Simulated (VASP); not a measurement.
Method: rev-vdW-DF2, VASP's PBE PAW potentials (set 64) (plane waves; VASP).

Input for VASP

POSCAR:
```
HgTe
1
    0.0000000000     3.2979120958     3.2979120958
    3.2979120958     0.0000000000     3.2979120958
    3.2979120958     3.2979120958     0.0000000000
Hg Te
1 1
Direct
  0.0000000000   0.0000000000   0.0000000000
  0.2500000000   0.2500000000   0.2500000000
```

File KPOINTS:
```
Automatic mesh
0
Gamma
  10 10 10
```

**INCAR**
```
LUSE_VDW  =  T
LWAVE  =  F
LMAXMIX  =  6
NELM  =  100   # most electronic steps
GGA  =  MK
LCHARG  =  F
SYSTEM  =  HgTe
ZAB_VDW  =  -1.8867
EDIFF  =  1E-7   # SCF stop (eV)
LASPH  =  T   # aspherical one-centre terms
ENCUT  =  520
PARAM1  =  0.1234568
AGGAC  =  0.0
PREC  =  Accurate
LREAL  =  F
ISMEAR  =  1   # Methfessel-Paxton
SIGMA  =  0.1   # width (eV)
ALGO  =  Normal   # blocked Davidson
ISIF  =  2   # forces and stress, cell fixed
PARAM2  =  0.7114
```

POTCAR, in this order: Hg Te (PBE.64 set). Program: vasp_std.

Unless said otherwise, spin-orbit coupling is left out, though it shifts the bands of the heavy elements here.

Q: What does the run give for the energy per atom (σ→0), band gap (on the k-mesh)?

A: 
```
Property                                                     Value
------------------------  ----------------------------------------
energy per atom (σ→0)                                0.253 eV/atom
band gap (on the k-mesh)  none (metal, semimetal or under 0.01 eV)
```

**OSZICAR**
```
...
DAV:   7     0.504253708386E+00    0.61812E-02   -0.99873E-02  1332   0.245E+00    0.211E+00
DAV:   8     0.505217931325E+00    0.96422E-03   -0.93006E-03  1277   0.130E+00    0.573E-01
DAV:   9     0.505303730425E+00    0.85799E-04   -0.79657E-04  1392   0.344E-01    0.987E-02
DAV:  10     0.505287968200E+00   -0.15762E-04   -0.87197E-05  1347   0.100E-01    0.463E-02
DAV:  11     0.505280758683E+00   -0.72095E-05   -0.18434E-05  1377   0.374E-02    0.201E-02
DAV:  12     0.505281604650E+00    0.84597E-06   -0.27163E-06  1292   0.136E-02    0.116E-02
DAV:  13     0.505281639302E+00    0.34652E-07   -0.16232E-07  1208   0.346E-03
   1 F= 0.50528164E+00 E0= 0.50521142E+00  d E =0.210666E-03
```

The compound is HgTe in the zinc blende structure. It was relaxed first, which changed the volume by +6 %.
